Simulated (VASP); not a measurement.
# AgAu (R-3m) in VASP: single point with LDA

Aim: the single point of AgAu with LDA.

Program: VASP 6.6.1. These are calculated values, not measurements. Logs are shortened: lines on timing, memory, paths and dates and some standing lists are left out, and cuts for length are marked.

**1. The structure**

It takes space group R-3m (No. 166, trigonal). The conventional cell has a = 2.915 Å, b = 2.915 Å, c = 14.192 Å, α = 90.00°, β = 90.00°, γ = 120.00°. Ag (site symmetry -3m) has 6 Au at 2.90 Å and 6 Ag at 2.92 Å as nearest neighbours. Around Au (site symmetry -3m) lie 6 Ag at 2.90 Å and 6 Au at 2.92 Å.

The cell comes from a database or a generator and needn't be the stable form of this composition.

**2. Single point, LDA**

Input file INCAR:

```
SYSTEM = AgAu
  ALGO = Normal
  EDIFF = 1E-6
  ENCUT = 520
  ISIF = 2
  ISMEAR = 0
  LASPH = .True.
  LCHARG = .False.
  LREAL = .False.
  LWAVE = .False.
  NBANDS = 18
  NELM = 60
  PREC = Accurate
  SIGMA = 0.1
```

Input file KPOINTS:

```
k-points
0
Gamma
  9 9 9
  0 0 0
```

Input file POSCAR:

```
AgAu
1.0
    1.4575878671      0.8415387474      4.7306410783
   -1.4575878671      0.8415387474      4.7306410783
    0.0000000000     -1.6830774949      4.7306410783
Ag Au
1 1
Direct
    0.0000000000      0.0000000000      0.0000000000
    0.5000000000      0.5000000000      0.5000000000
```

Potentials or basis: VASP PAW LDA potentials, release 64 (Ag, Au).

The run is started by

```sh
> cat potpaw_LDA.64/Ag/POTCAR potpaw_LDA.64/Au/POTCAR > POTCAR
> mpirun -np 1 vasp_std > vasp.out
```

OUTCAR:

```text
SYSTEM = AgAu
   EDIFF = 1E-6
   ENCUT = 520
   ISIF = 2
   ISMEAR = 0
   LASPH = .True.
   LREAL = .False.
   NELM = 60
   PREC = Accurate

 ion  position               nearest neighbor table
   1  0.000  0.000  0.000-   2 2.90   2 2.90   2 2.90   2 2.90   2 2.90   2 2.90
   2  0.500  0.500  0.500-   1 2.90   1 2.90   1 2.90   1 2.90   1 2.90   1 2.90

  LATTYP: Found a trigonal (rhomboedric) cell.
 ALAT       =     5.0211268522
 COS(alpha) =     0.8314622864

  Lattice vectors:

 A1 = (   1.4575878671,   0.8415387474,   4.7306410783)
 A2 = (  -1.4575878671,   0.8415387474,   4.7306410783)
 A3 = (   0.0000000000,  -1.6830774949,   4.7306410783)

Analysis of symmetry for initial positions (statically):
=====================================================================
 Subroutine PRICEL returns:
 Original cell was already a primitive cell.

 Routine SETGRP: Setting up the symmetry group for a
 trigonal (rhombohedral) supercell.

 Subroutine GETGRP returns: Found 12 space group operations
 (whereof 12 operations were pure point group operations)
 out of a pool of 12 trial point group operations.

The static configuration has the point symmetry D_3d.

Analysis of symmetry for dynamics (positions and initial velocities):
=====================================================================
 Subroutine PRICEL returns:
 Original cell was already a primitive cell.

 Routine SETGRP: Setting up the symmetry group for a
 trigonal (rhombohedral) supercell.

 Subroutine GETGRP returns: Found 12 space group operations
 (whereof 12 operations were pure point group operations)
 out of a pool of 12 trial point group operations.

The dynamic configuration has the point symmetry D_3d.

 Subroutine INISYM returns: Found 12 space group operations
 (whereof 12 operations are pure point group operations),
 and found     1 'primitive' translations

----------------------------------------------------------------------------------------

                                     Primitive cell

  volume of cell :      34.8161

  direct lattice vectors                    reciprocal lattice vectors
     1.457587867  0.841538747  4.730641078     0.343032493  0.198049902  0.070462613
    -1.457587867  0.841538747  4.730641078    -0.343032493  0.198049902  0.070462613
     0.000000000 -1.683077495  4.730641078     0.000000000 -0.396099804  0.070462613

  length of vectors
     5.021126852  5.021126852  5.021126852     0.402318325  0.402318325  0.402318325

  position of ions in fractional coordinates (direct lattice)
     0.000000000  0.000000000  0.000000000
     0.500000000  0.500000000  0.500000000

  ion indices of the primitive-cell ions
   primitive index   ion index
                 1           1
                 2           2

----------------------------------------------------------------------------------------

 KPOINTS: k-points

Automatic generation of k-mesh.
 Grid dimensions read from file:
 generate k-points for:    9    9    9

 Generating k-lattice:

  Cartesian coordinates                     Fractional coordinates (reciprocal lattice)
     0.038114721  0.022005545  0.007829179     0.111111111  0.000000000  0.000000000
    -0.038114721  0.022005545  0.007829179     0.000000000  0.111111111  0.000000000
     0.000000000 -0.044011089  0.007829179     0.000000000  0.000000000  0.111111111

  Length of vectors
     0.044702036  0.044702036  0.044702036

  Shift w.r.t. Gamma in fractional coordinates (k-lattice)
     0.000000000  0.000000000  0.000000000

 Subroutine IBZKPT returns following result:
 ===========================================

 Found     85 irreducible k-points:

 Following reciprocal coordinates:
            Coordinates               Weight
  0.000000  0.000000  0.000000      1.000000
  0.111111 -0.000000 -0.000000      6.000000
  0.222222  0.000000  0.000000      6.000000
  0.333333  0.000000  0.000000      6.000000
  0.444444  0.000000  0.000000      6.000000
  0.111111  0.111111 -0.000000      6.000000
[... 16 lines left out ...]
 -0.333333  0.333333  0.000000      6.000000
  0.444444  0.444444  0.000000      6.000000
 [... further k-points ...]
   k-points           NKPTS =     85   k-points in BZ     NKDIM =     85   number of bands    NBANDS=     18
   number of dos      NEDOS =    301   number of ions     NIONS =      2
   total plane-waves  NPLWV =  64000
   dimension x,y,z NGX =    40 NGY =   40 NGZ =   40
   dimension x,y,z NGXF=    80 NGYF=   80 NGZF=   80
   ions per type =               1   1
   NGX,Y,Z   is equivalent  to a cutoff of  13.24, 13.24, 13.24 a.u.
   NGXF,Y,Z  is equivalent  to a cutoff of  26.49, 26.49, 26.49 a.u.
 SYSTEM =  AgAu
   PREC   = accura    normal or accurate (medium, high low for compatibility)
   ISTART =      0    job   : 0-new  1-cont  2-samecut
   ICHARG =      2    charge: 1-file 2-atom 10-const
   ISPIN  =      1    spin polarized calculation?
   LNONCOLLINEAR =      F non collinear calculations
   LSORBIT =      F    spin-orbit coupling
   LASPH  =      T    aspherical Exc in radial PAW
   ENCUT  =  520.0 eV  38.22 Ry    6.18 a.u.   9.34  9.34  9.34*2*pi/ulx,y,z
   NELM   =     60;   NELMIN=  2; NELMDL= -5     # of ELM steps
   EDIFF  = 0.1E-05   stopping-criterion for ELM
   LREAL  =      F    real-space projection
   EDIFFG = 0.1E-04   stopping-criterion for IOM
   NSW    =      0    number of steps for IOM
   IBRION =     -1    ionic relax: 0-MD 1-quasi-New 2-CG
   NFREE  =      0    steps in history (QN), initial steepest desc. (CG)
   ISIF   =      2    stress and relaxation
   ISYM   =      2    0-nonsym 1-usesym 2-fastsym
   POTIM  = 0.5000    time-step for ionic-motion
   TEBEG  =    0.0;   TEEND  =   0.0 temperature during run
   PSTRESS=    0.0 pullay stress
   NELECT =      22.0000    total number of electrons
   NUPDOWN=      -1.0000    fix difference up-down
   EMIN   =  10.00;   EMAX   =-10.00  energy-range for DOS
   EFERMI =   0.00;   METHOD = LEGACY
   ISMEAR =     0;   SIGMA  =   0.10  broadening in eV -4-tet -1-fermi 0-gaus
   EFERMI_NEDOS =   21; number of points for ismear=-14 and -15
   IALGO  =     38    algorithm
   IMIX   =      4    mixing-type and parameters
     AMIX     =   0.40;   BMIX     =  1.00
     AMIX_MAG =   1.60;   BMIX_MAG =  1.00
  volume/ion in A,a.u.               =      17.41       117.48
  Fermi-wavevector in a.u.,A,eV,Ry     =   1.404825  2.654735 26.851566  1.973534
  Thomas-Fermi vector in A             =   2.527348
   LORBIT       =      0    0 simple, 1 ext, 2 COOP (PROOUT), +10 PAW based schemes
   GGA     = CA    functional components
   LHFCALC =     F    Hartree Fock is set to
   AEXX    =    0.0000 exact exchange contribution
   IVDW    =     0    specifies the selected vdW correction
   LEPSILON=     F    determine dielectric tensor
   LRPA    =     F    only Hartree local field effects (RPA)
 non-spin polarized calculation
 Gauss-broadening in eV      SIGMA  =   0.10
  energy-cutoff  :      520.00
  volume of cell :       34.82
 maximum number of plane-waves:       966
 NGX is ok and might be reduce to    40
   NGX = 19   NGY = 19   NGZ = 19

 number of electron      22.0000001 magnetization

 Free energy of the ion-electron system (eV)
  ---------------------------------------------------
  ext. energy  EPLUGINS =         0.00000000
  ---------------------------------------------------
  free energy    TOTEN  =        -8.27858525 eV

  energy without entropy =       -8.27676106  energy(sigma->0) =       -8.27767315

 E-fermi :   8.4605     XC(G=0): -12.6622

 val. band max:        8.1927246219   @ k =   0.3333   0.2222   0.1111
 cond. band min:       8.4809387160   @ k =   0.4444   0.3333   0.1111
 fundamental gap:      0.2882140941
 Fermi energy:         8.4605115783

 k-point     1 :       0.0000    0.0000    0.0000
  band No.  band energies     occupation
      1      -0.4410      2.00000
      2       1.8230      2.00000
      3       3.6528      2.00000
      4       3.6528      2.00000
      5       3.7742      2.00000
      6       3.7742      2.00000
[... 10 lines left out ...]
     17      25.4797      0.00000
     18      27.1859      0.00000

 k-point     2 :       0.1111   -0.0000   -0.0000
  band No.  band energies     occupation
      1      -0.0699      2.00000
      2       2.0678      2.00000
      3       3.5362      2.00000
      4       3.6243      2.00000
      5       3.8002      2.00000
      6       3.8989      2.00000
[... 10 lines left out ...]
     17      24.9028      0.00000
     18      25.4739      0.00000

 k-point     3 :       0.2222    0.0000    0.0000
  band No.  band energies     occupation
      1       0.9259      2.00000
      2       2.5953      2.00000
      3       3.3159      2.00000
      4       3.3266      2.00000
      5       4.0628      2.00000
      6       4.1079      2.00000
[... 10 lines left out ...]
     17      24.3443      0.00000
     18      24.7703      0.00000

 k-point     4 :       0.3333    0.0000    0.0000
  band No.  band energies     occupation
      1       1.9617      2.00000
      2       2.6577      2.00000
      3       3.1541      2.00000
      4       3.2984      2.00000
      5       3.8627      2.00000
      6       4.0167      2.00000
[... 10 lines left out ...]
     17      23.4916      0.00000
     18      23.8357      0.00000

 k-point     5 :       0.4444    0.0000    0.0000
  band No.  band energies     occupation
      1       2.1838      2.00000
      2       2.5587      2.00000
      3       3.0877      2.00000
      4       3.1486      2.00000
      5       4.0017      2.00000
      6       4.2375      2.00000
[... 10 lines left out ...]
     17      21.4642      0.00000
     18      22.1514      0.00000

 k-point     6 :       0.1111    0.1111   -0.0000
  band No.  band energies     occupation
      1      -0.0428      2.00000
      2       2.0667      2.00000
      3       3.5425      2.00000
      4       3.6521      2.00000
      5       3.7926      2.00000
      6       3.8867      2.00000
[... 10 lines left out ...]
     17      24.4133      0.00000
     18      25.0372      0.00000

 k-point     7 :       0.2222    0.1111   -0.0000
  band No.  band energies     occupation
      1       0.6692      2.00000
      2       2.4836      2.00000
      3       3.3295      2.00000
      4       3.4187      2.00000
      5       4.0002      2.00000
      6       4.0855      2.00000
[... 10 lines left out ...]
     17      24.0433      0.00000
     18      25.9192      0.00000

 k-point     8 :       0.3333    0.1111    0.0000
  band No.  band energies     occupation
      1       1.8061      2.00000
      2       2.9832      2.00000
      3       3.0922      2.00000
      4       3.1990      2.00000
      5       3.5798      2.00000
      6       3.9101      2.00000
[... 10 lines left out ...]
     17      21.7376      0.00000
     18      25.4801      0.00000
[... 229 lines left out ...]
     17      19.2346      0.00000
     18      25.4695      0.00000

 k-point    20 :       0.3333    0.3333    0.0000
  band No.  band energies     occupation
      1       1.6123      2.00000
      2       2.2379      2.00000
      3       2.5153      2.00000
      4       3.8395      2.00000
      5       3.9012      2.00000
      6       4.7272      2.00000
[... 10 lines left out ...]
     17      23.7613      0.00000
     18      25.4076      0.00000

 k-point    21 :       0.4444    0.3333   -0.0000
  band No.  band energies     occupation
      1       1.8742      2.00000
      2       2.2260      2.00000
      3       2.3580      2.00000
      4       3.6657      2.00000
      5       3.9713      2.00000
      6       4.6393      2.00000
[... 10 lines left out ...]
     17      23.1050      0.00000
     18      24.4266      0.00000

 k-point    22 :      -0.4444    0.3333    0.0000
  band No.  band energies     occupation
      1       2.2883      2.00000
      2       2.4112      2.00000
      3       2.7068      2.00000
      4       3.3287      2.00000
      5       4.1493      2.00000
      6       4.3814      2.00000
[... 10 lines left out ...]
     17      20.9796      0.00000
     18      22.0733      0.00000

 k-point    23 :      -0.3333    0.3333    0.0000
  band No.  band energies     occupation
      1       2.5811      2.00000
      2       2.9496      2.00000
      3       2.9706      2.00000
      4       3.2556      2.00000
      5       3.7129      2.00000
      6       4.0081      2.00000
[... 10 lines left out ...]
     17      19.5152      0.00000
     18      22.4613      0.00000

 k-point    24 :       0.4444    0.4444    0.0000
  band No.  band energies     occupation
      1       1.6250      2.00000
      2       1.9456      2.00000
      3       2.1008      2.00000
      4       3.7111      2.00000
      5       3.7688      2.00000
      6       5.4162      2.00000
[... 10 lines left out ...]
     17      23.0856      0.00000
     18      25.4589      0.00000

 [... further k-points ...]
[... 5 lines left out ...]
  --------------------------------------------------------------------------------------
  -------------------------------------------------------------------------------------
  Total       -2.1070826     -2.1070826     -1.6423534      0.0000000      0.0000000      0.0000000
  in kB      -96.9643349    -96.9643349    -75.5782922      0.0000000      0.0000000      0.0000000
  external PRESSURE =     -89.8356540 kB  Pullay stress =       0.0000000 kB

 VOLUME and BASIS-vectors are now :
 -----------------------------------------------------------------------------
  energy-cutoff  :      520.00
  volume of cell :       34.82
      direct lattice vectors                 reciprocal lattice vectors
     1.457587867  0.841538747  4.730641078     0.343032493  0.198049902  0.070462613
    -1.457587867  0.841538747  4.730641078    -0.343032493  0.198049902  0.070462613
     0.000000000 -1.683077495  4.730641078     0.000000000 -0.396099804  0.070462613

 POSITION                                       TOTAL-FORCE (eV/Angst)
 -----------------------------------------------------------------------------------
      0.00000      0.00000      0.00000         0.000000      0.000000      0.000000
      0.00000     -0.00000      7.09596         0.000000     -0.000000     -0.000000
 -----------------------------------------------------------------------------------
    total drift:                               -0.000000     -0.000000     -0.000000

  FREE ENERGIE OF THE ION-ELECTRON SYSTEM (eV)
  ---------------------------------------------------
  free  energy   TOTEN  =        -8.2785852453 eV

  energy  without entropy=       -8.2767610600  energy(sigma->0) =       -8.27767315
```

It took 71 s on 1 thread of AMD EPYC 9R45 (Zen 5), shared host; peak memory 0.2 GiB.

Results:

```yaml
Free_energy: -8.2786 eV
Pressure: -9.0 GPa
Band_gap_on_the_k_mesh: none (metal or under the smearing width)
```

Stress tensor (GPa, compression positive):
```
-9.70  0.00  0.00
 0.00 -9.70  0.00
 0.00  0.00 -7.56
```
